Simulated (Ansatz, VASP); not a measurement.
# Cross-check of Si3N4 between VASP and Ansatz, part 2 of 3

Aim: how closely do two programs agree when they are given the same cell, functional and k mesh? The cell is taken from a series of runs on this material, whose earlier steps may have relaxed, scaled, displaced or heated it; both programs get it as it stands.

VASP 6.6.1 and Ansatz 0.2.0.

So far: The starting structure; Ansatz: dielectric response, PBE.

## Step 3: VASP: dielectric response, PBE

Level of this step: PBE; plane waves and PAW (Si, N) (VASP).

The same cell, functional and mesh now go to VASP, with its own data sets.

Lines of VASP's logs that name or quote its potential files are left out, and so is its time.

The input, INCAR:

```
SYSTEM = Si3N4
PREC = Accurate
ENCUT = 520
EDIFF = 1E-08
NELM = 120
ISMEAR = 0
SIGMA = 0.01
LREAL = .FALSE.
ALGO = Normal
GGA = PE
NBANDS = 46
LORBIT = 11
LWAVE = .FALSE.
LCHARG = .FALSE.
ISIF = 2
LEPSILON = .TRUE.
LASPH = .TRUE.
GGA_COMPAT = .FALSE.
EFERMI = MIDGAP
KPAR = 4
```

The input, POSCAR:

```
Si3N4
1.0
    0.0000000000      3.8937180000      3.8937180000
    3.8937180000      0.0000000000      3.8937180000
    3.8937180000      3.8937180000      0.0000000000
Si N
6 8
Direct
    0.1250000000      0.1250000000      0.6250000000
    0.1250000000      0.6250000000      0.1250000000
    0.6250000000      0.1250000000      0.1250000000
    0.1250000000      0.1250000000      0.1250000000
    0.7500000000      0.7500000000      0.7500000000
    0.5000000000      0.5000000000      0.5000000000
    0.3675630000      0.3675630000      0.3675630000
    0.3526890000      0.8824370000      0.8824370000
    0.8824370000      0.8824370000      0.3526890000
    0.8824370000      0.3526890000      0.8824370000
    0.3675630000      0.3675630000      0.8973110000
    0.3675630000      0.8973110000      0.3675630000
    0.8824370000      0.8824370000      0.8824370000
    0.8973110000      0.3675630000      0.3675630000
```

The input, KPOINTS:

```
Automatic mesh
0
Gamma
6 6 6
0 0 0
```

PAW data sets: Si and N (PBE family, release 64).

Started as:

```sh
mpirun -np 4 vasp_std
```

Log:

```text
[banner, memory and clock lines left out]
running    4 mpi-ranks, on    1 nodes
 distrk:  each k-point on    1 cores,    4 groups
 distr:  one band on    1 cores,    1 groups

 POSCAR found type information on POSCAR SiN
 POSCAR found :  2 types and      14 ions
 LDA part: xc-table for (Slater+PW92), standard interpolation
 POSCAR, INCAR and KPOINTS ok, starting setup
 FFT: planning ... GRIDC
 FFT: planning ... GRID_SOFT
 FFT: planning ... GRID
 WAVECAR not read
 entering main loop
       N       E                     dE             d eps       ncg     rms          rms(c)
DAV:   1     0.245814880858E+03    0.24581E+03   -0.32304E+04  1472   0.132E+03
DAV:   2    -0.108530381645E+03   -0.35435E+03   -0.33818E+03  1872   0.277E+02
DAV:   3    -0.125267790280E+03   -0.16737E+02   -0.16628E+02  1904   0.615E+01
DAV:   4    -0.125442905201E+03   -0.17511E+00   -0.17470E+00  1848   0.684E+00
DAV:   5    -0.125445817642E+03   -0.29124E-02   -0.29103E-02  1804   0.827E-01    0.261E+01
DAV:   6    -0.112558206937E+03    0.12888E+02   -0.41818E+01  1768   0.263E+01    0.119E+01
DAV:   7    -0.112502438365E+03    0.55769E-01   -0.24087E+00  1834   0.677E+00    0.567E+00
DAV:   8    -0.112482599116E+03    0.19839E-01   -0.99834E-02  1762   0.152E+00    0.192E+00
DAV:   9    -0.112483506446E+03   -0.90733E-03   -0.20103E-02  1812   0.767E-01    0.298E-01
DAV:  10    -0.112484236275E+03   -0.72983E-03   -0.12898E-03  1784   0.174E-01    0.107E-01
DAV:  11    -0.112484328106E+03   -0.91831E-04   -0.41755E-04  1722   0.971E-02    0.343E-02
DAV:  12    -0.112484329223E+03   -0.11174E-05   -0.14445E-05  1858   0.211E-02    0.129E-02
DAV:  13    -0.112484329953E+03   -0.73014E-06   -0.56705E-06  1676   0.100E-02    0.576E-03
DAV:  14    -0.112484329944E+03    0.97334E-08   -0.38931E-07  1834   0.291E-03    0.144E-03
DAV:  15    -0.112484329898E+03    0.45802E-07   -0.34491E-08  1482   0.936E-04    0.431E-04
DAV:  16    -0.112484329897E+03    0.94769E-09   -0.79035E-09  1002   0.359E-04
   1 F= -.11248433E+03 E0= -.11248433E+03  d E =0.000000E+00
 Linear response reoptimize wavefunctions to high precision
DAV:   1    -0.112484329900E+03   -0.35634E-08   -0.98905E-10  1000   0.198E-04
DAV:   2    -0.112484329900E+03   -0.36380E-10   -0.15068E-10   994   0.523E-05
 Linear response G [H, r] |phi>, progress :
  Direction:   1
       N       E                     dE             d eps       ncg     rms
RMM:   1    -0.323111755918E+03   -0.32311E+03   -0.82654E+01  3647   0.965E+01
RMM:   2    -0.240255833748E+03    0.82856E+02   -0.31678E+01  2484   0.278E+01
RMM:   3    -0.240658360812E+03   -0.40253E+00   -0.47743E-01  2581   0.300E+00
RMM:   4    -0.240672173245E+03   -0.13812E-01   -0.27618E-02  2700   0.487E-01
RMM:   5    -0.240672327213E+03   -0.15397E-03   -0.15256E-02  2731   0.892E-02
RMM:   6    -0.240672347018E+03   -0.19806E-04   -0.14790E-02  2782   0.229E-02
RMM:   7    -0.240672377885E+03   -0.30867E-04   -0.15035E-02  2835   0.104E-02
RMM:   8    -0.240672351816E+03    0.26069E-04   -0.14957E-02  2867   0.819E-03
RMM:   9    -0.240672215947E+03    0.13587E-03   -0.13836E-02  2869   0.785E-03
RMM:  10    -0.240672283635E+03   -0.67688E-04   -0.14610E-02  2779   0.783E-03
RMM:  11    -0.240672385163E+03   -0.10153E-03   -0.16009E-02  2723   0.780E-03
 Linear response G [H, r] |phi>, progress :
  Direction:   2
       N       E                     dE             d eps       ncg     rms
RMM:   1    -0.325990670263E+03   -0.32599E+03   -0.11803E+02  3595   0.962E+01
RMM:   2    -0.246645595473E+03    0.79345E+02   -0.30753E+01  2469   0.274E+01
RMM:   3    -0.247011457452E+03   -0.36586E+00   -0.44775E-01  2566   0.296E+00
RMM:   4    -0.247019657967E+03   -0.82005E-02    0.39026E-02  2687   0.482E-01
RMM:   5    -0.247019334807E+03    0.32316E-03    0.55554E-02  2731   0.881E-02
RMM:   6    -0.247018894261E+03    0.44055E-03    0.60609E-02  2777   0.223E-02
RMM:   7    -0.247018823103E+03    0.71158E-04    0.61379E-02  2822   0.992E-03
RMM:   8    -0.247018806501E+03    0.16602E-04    0.61793E-02  2853   0.773E-03
RMM:   9    -0.247018985487E+03   -0.17899E-03    0.63310E-02  2872   0.742E-03
RMM:  10    -0.247019644372E+03   -0.65889E-03    0.56211E-02  2779   0.740E-03
RMM:  11    -0.247019749357E+03   -0.10499E-03    0.53050E-02  2721   0.735E-03
 Linear response G [H, r] |phi>, progress :
  Direction:   3
       N       E                     dE             d eps       ncg     rms
RMM:   1    -0.286751224021E+03   -0.28675E+03    0.89434E+01  3594   0.935E+01
RMM:   2    -0.213128079391E+03    0.73623E+02   -0.30809E+01  2484   0.263E+01
RMM:   3    -0.213444666204E+03   -0.31659E+00   -0.46582E-01  2586   0.289E+00
RMM:   4    -0.213453969655E+03   -0.93035E-02   -0.11612E-02  2676   0.456E-01
RMM:   5    -0.213454152061E+03   -0.18241E-03   -0.87195E-04  2709   0.824E-02
RMM:   6    -0.213454164800E+03   -0.12739E-04   -0.43444E-04  2766   0.214E-02
RMM:   7    -0.213454159928E+03    0.48714E-05   -0.38777E-04  2803   0.103E-02
RMM:   8    -0.213454157120E+03    0.28082E-05   -0.37629E-04  2843   0.836E-03
RMM:   9    -0.213454142294E+03    0.14827E-04    0.50045E-04  2803   0.808E-03
RMM:  10    -0.213454130213E+03    0.12081E-04    0.36614E-03  2681   0.807E-03
RMM:  11    -0.213454098536E+03    0.31676E-04    0.72145E-04  2649   0.804E-03
[...]
dielectric tensor                  component  1 :     5.757     1.149     0.546
 Linear response to external field (no local field effect), progress :
  Direction:   2
       N       E                     dE             d eps       ncg     rms          rms(c)
RMM:   1    -0.160861399571E+01   -0.16086E+01   -0.61181E+00  2758   0.401E+00
RMM:   2    -0.165297460728E+01   -0.44361E-01   -0.28710E-02  2459   0.589E-01
RMM:   3    -0.165351961708E+01   -0.54501E-03   -0.60156E-04  2596   0.696E-02
RMM:   4    -0.165353504693E+01   -0.15430E-04   -0.18875E-05  2654   0.121E-02
RMM:   5    -0.165353549541E+01   -0.44848E-06   -0.97285E-07  2642   0.224E-03
RMM:   6    -0.165353551723E+01   -0.21816E-07   -0.23767E-07  2413   0.742E-04
RMM:   7    -0.165353551981E+01   -0.25808E-08   -0.22241E-07  2210   0.509E-04
RMM:   8    -0.165353551980E+01    0.87801E-11   -0.22781E-07  2101   0.476E-04
RMM:   9    -0.165353551928E+01    0.51710E-09    0.19739E-09  2029   0.473E-04
 change of polarisation eV/A/(eV/A) component  2 :     0.750     3.307    -0.494
 dielectric tensor                  component  2 :     1.149     6.069    -0.757
 Linear response to external field (no local field effect), progress :
  Direction:   3
       N       E                     dE             d eps       ncg     rms          rms(c)
RMM:   1    -0.111463526461E+01   -0.11146E+01   -0.37350E+00  2723   0.351E+00
RMM:   2    -0.114353927582E+01   -0.28904E-01   -0.17547E-02  2488   0.511E-01
RMM:   3    -0.114384231295E+01   -0.30304E-03   -0.33006E-04  2578   0.558E-02
RMM:   4    -0.114385023878E+01   -0.79258E-05   -0.94453E-06  2636   0.911E-03
RMM:   5    -0.114385045365E+01   -0.21488E-06   -0.65667E-07  2633   0.174E-03
RMM:   6    -0.114385046734E+01   -0.13691E-07   -0.33337E-07  2375   0.683E-04
RMM:   7    -0.114385046908E+01   -0.17399E-08   -0.33305E-07  2168   0.526E-04
RMM:   8    -0.114385046916E+01   -0.79318E-10   -0.33069E-07  2063   0.504E-04
RMM:   9    -0.114385046959E+01   -0.42428E-09   -0.41001E-07  1996   0.502E-04
RMM:  10    -0.114385046885E+01    0.73468E-09   -0.24567E-07  2030   0.503E-04
 change of polarisation eV/A/(eV/A) component  3 :     0.356    -0.494     2.288
 dielectric tensor                  component  3 :     0.546    -0.757     4.506
 Linear response to external field, progress :
  Direction:   1
       N       E                     dE             d eps       ncg     rms          rms(c)
RMM:   1    -0.141227524635E+01   -0.14123E+01   -0.51748E+00  5162   0.381E+00
RMM:   2    -0.144926539391E+01   -0.36990E-01   -0.24046E-02  4637   0.554E-01    0.199E+00
RMM:   3    -0.143009979168E+01    0.19166E-01   -0.28105E-02  4858   0.609E-01    0.118E+00
RMM:   4    -0.149553669015E+01   -0.65437E-01   -0.31475E-02  4890   0.690E-01    0.181E-01
RMM:   5    -0.150792702829E+01   -0.12390E-01   -0.52998E-04  4965   0.109E-01    0.710E-02
RMM:   6    -0.151175787620E+01   -0.38308E-02   -0.15316E-04  4953   0.511E-02    0.129E-02
RMM:   7    -0.151263996562E+01   -0.88209E-03   -0.52318E-06  5034   0.116E-02    0.531E-03
RMM:   8    -0.151277632440E+01   -0.13636E-03   -0.31959E-07  5042   0.444E-03    0.771E-04
RMM:   9    -0.151279427777E+01   -0.17953E-04    0.56800E-07  5158   0.919E-04    0.352E-04
RMM:  10    -0.151280621734E+01   -0.11940E-04    0.64042E-07  5169   0.755E-04    0.819E-05
RMM:  11    -0.151280628587E+01   -0.68531E-07    0.13397E-06  4950   0.522E-04    0.282E-05
RMM:  12    -0.151280618310E+01    0.10277E-06   -0.49825E-07  4153   0.473E-04    0.655E-06
 change of polarisation eV/A/(eV/A) component  1 :     2.801     0.560     0.187
 dielectric tensor                  component  1 :     5.294     0.859     0.286
 Linear response to external field, progress :
  Direction:   2
       N       E                     dE             d eps       ncg     rms          rms(c)
RMM:   1    -0.141139121801E+01   -0.14114E+01   -0.51659E+00  5168   0.382E+00
RMM:   2    -0.144926311522E+01   -0.37872E-01   -0.23951E-02  4640   0.556E-01    0.199E+00
RMM:   3    -0.143010155855E+01    0.19162E-01   -0.28110E-02  4861   0.609E-01    0.118E+00
RMM:   4    -0.149554547747E+01   -0.65444E-01   -0.31500E-02  4892   0.690E-01    0.181E-01
RMM:   5    -0.150793505107E+01   -0.12390E-01   -0.53541E-04  4965   0.109E-01    0.709E-02
RMM:   6    -0.151175912455E+01   -0.38241E-02   -0.15167E-04  4959   0.511E-02    0.129E-02
RMM:   7    -0.151263974265E+01   -0.88062E-03   -0.69024E-06  5033   0.115E-02    0.531E-03
RMM:   8    -0.151277720169E+01   -0.13746E-03   -0.15756E-06  5051   0.445E-03    0.770E-04
RMM:   9    -0.151279478483E+01   -0.17583E-04   -0.76525E-07  5152   0.920E-04    0.350E-04
RMM:  10    -0.151280679493E+01   -0.12010E-04   -0.67236E-07  5172   0.757E-04    0.808E-05
RMM:  11    -0.151280685429E+01   -0.59361E-07   -0.92055E-07  4952   0.526E-04    0.279E-05
RMM:  12    -0.151280673640E+01    0.11788E-06    0.18103E-07  4128   0.478E-04    0.637E-06
 change of polarisation eV/A/(eV/A) component  2 :     0.413     2.801    -0.194
 dielectric tensor                  component  2 :     0.634     5.294    -0.297
 Linear response to external field, progress :
  Direction:   3
       N       E                     dE             d eps       ncg     rms          rms(c)
RMM:   1    -0.141147973709E+01   -0.14115E+01   -0.51668E+00  5166   0.382E+00
RMM:   2    -0.144926334855E+01   -0.37784E-01   -0.23965E-02  4639   0.556E-01    0.199E+00
RMM:   3    -0.143010153824E+01    0.19162E-01   -0.28110E-02  4857   0.609E-01    0.118E+00
RMM:   4    -0.149554502768E+01   -0.65443E-01   -0.31502E-02  4888   0.690E-01    0.181E-01
RMM:   5    -0.150793392548E+01   -0.12389E-01   -0.53589E-04  4962   0.109E-01    0.709E-02
RMM:   6    -0.151175897959E+01   -0.38251E-02   -0.15217E-04  4955   0.511E-02    0.129E-02
RMM:   7    -0.151263960404E+01   -0.88062E-03   -0.72614E-06  5034   0.115E-02    0.531E-03
RMM:   8    -0.151277710422E+01   -0.13750E-03   -0.18791E-06  5053   0.445E-03    0.770E-04
RMM:   9    -0.151279470217E+01   -0.17598E-04   -0.10621E-06  5155   0.921E-04    0.350E-04
RMM:  10    -0.151280672702E+01   -0.12025E-04   -0.10886E-06  5170   0.758E-04    0.810E-05
RMM:  11    -0.151280676514E+01   -0.38114E-07   -0.17513E-06  4959   0.527E-04    0.280E-05
RMM:  12    -0.151280666083E+01    0.10430E-06   -0.66808E-07  4152   0.480E-04    0.641E-06
 change of polarisation eV/A/(eV/A) component  3 :    -0.010     0.146     2.801
 dielectric tensor                  component  3 :    -0.015     0.223     5.294
 Born effective charges drift removed
```

[end of part 2 of 3]

[Lines on the potential files, build, host, timing and source positions are cut from VASP's logs without a mark.]

[Logs are printed without paths, hosts, clocks, repeated set-up lines and the standing remarks that a program may print on its own settings, such as how far it seeks lower states.]

[Hosts, paths, dates, database ids (printed as entryN), source tags and the programs' standing remarks are cut or masked in the printed files.]
